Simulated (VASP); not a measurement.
An input for Quantum ESPRESSO's pw.x (written as the equivalent of a VASP run, and not itself run):

```
&CONTROL
  calculation = 'scf'
  pseudo_dir = './pseudo'
  outdir = './out'
  tprnfor = .true.
  tstress = .true.
/
&SYSTEM
  ibrav = 0
  nat = 2
  ntyp = 2
  ecutwfc = 92
  occupations = 'smearing'
  smearing = 'methfessel-paxton'
  degauss = 0.00735
  input_dft = 'pbesol'
/
&ELECTRONS
  conv_thr = 7.3e-09
  electron_maxstep = 100
/
ATOMIC_SPECIES
  Zn 65.380 Zn.upf
  Cu 63.546 Cu.upf
CELL_PARAMETERS angstrom
     2.9695593    0.0000000    0.0000000
     0.0000000    2.9695593    0.0000000
     0.0000000    0.0000000    2.9695593
ATOMIC_POSITIONS crystal
  Zn   0.5000000  0.5000000  0.5000000
  Cu   0.0000000  0.0000000  0.0000000
K_POINTS automatic
  12 12 12 0 0 0
```

Task: Write the VASP files for the same calculation (PBEsol).

Result: Several could match; the one computed here: 
### KPOINTS
```
K-points
0
gamma
  12 12 12
0 0 0
```

**INCAR**
```
ALGO = Normal
EDIFF = 1E-7
ENCUT = 520
GGA = PS
ISIF = 2
ISMEAR = 1
LASPH = .TRUE.
LCHARG = .FALSE.
LMAXMIX = 4
LREAL = .FALSE.
LWAVE = .FALSE.
NELM = 100
PREC = Accurate
SIGMA = 0.1
SYSTEM = CuZn
```

**POSCAR**
```
CuZn
2.9695590
  1.0000001085   0.0000000000   0.0000000000
  0.0000000000   1.0000001085   0.0000000000
  0.0000000000   0.0000000000   1.0000001085
Zn Cu
1 1
Cart
  0.5000000543   0.5000000543   0.5000000543
  0.0000000000   0.0000000000   0.0000000000
```

POTCAR, in this order: Zn Cu (PBE.64 set). Program: vasp_std.

Limits of the translation: the potentials are each code's own (VASP's PAW set, PseudoDojo norm-conserving files in pw.x), so ENCUT and ecutwfc are chosen apart and not converted; conv_thr bounds pw.x's estimated SCF error, while EDIFF bounds the energy change between steps.

The compound is CuZn in the CsCl type structure. This cell is one point of a volume scan, at 1.06 of the reference volume.
